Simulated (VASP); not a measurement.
The input files of a VASP run:

INCAR:
```
SYSTEM = CsCl
PREC = Accurate; ENCUT = 520; LREAL = .FALSE.
LASPH = .TRUE.
EDIFF = 1E-7; NELM = 100; ALGO = Normal
LMAXMIX = 4
ISMEAR = 0; SIGMA = 0.05
GGA = PE
ISIF = 2
LWAVE = .FALSE.; LCHARG = .FALSE.
```

KPOINTS:
```
Regular mesh
0
gamma
6 6 6
0 0 0
```

POSCAR:
```
CsCl
1
    4.1673685230     0.0000000000     0.0000000000
    0.0000000000     4.1673685230     0.0000000000
    0.0000000000     0.0000000000     4.1673685230
Cs Cl
1 1
Direct
  0.0000000000   0.0000000000   0.0000000000
  0.5000000000   0.5000000000   0.5000000000
```

POTCAR, in this order: Cs_sv Cl (PBE.64 set). Program: vasp_std.

Task: Write an equivalent input for Ansatz.

Result: One equivalent input (not run):
Ansatz 0.2 input:
```yaml
crystal:
  lattice:
    - [4.1673685, 0.0000000, 0.0000000]
    - [0.0000000, 4.1673685, 0.0000000]
    - [0.0000000, 0.0000000, 4.1673685]
  atoms:
    - { symbol: Cs, position: [0.0000000, 0.0000000, 0.0000000] }
    - { symbol: Cl, position: [0.5000000, 0.5000000, 0.5000000] }
kpoints:
  mp_grid: { grid: [6, 6, 6] }
hamiltonian:
  xc: pbe
  pseudopotentials: { kind: paw }
scf:
  occupations: { method: gaussian, width: 0.05 }
  max_iter: 100
output: { forces: true, stress: true, eigenvalues: true }
```
Limits of the translation: each code has its own PAW files, so the cut-off isn't converted (ENCUT is set for VASP's; basis.ecutwfc is left out, and Ansatz then takes the one that its files recommend); Ansatz stops its SCF on the density residual and VASP on the energy change (EDIFF).

The compound is CsCl in the CsCl type structure. This cell is one point of a volume scan, at 0.97 of the reference volume.
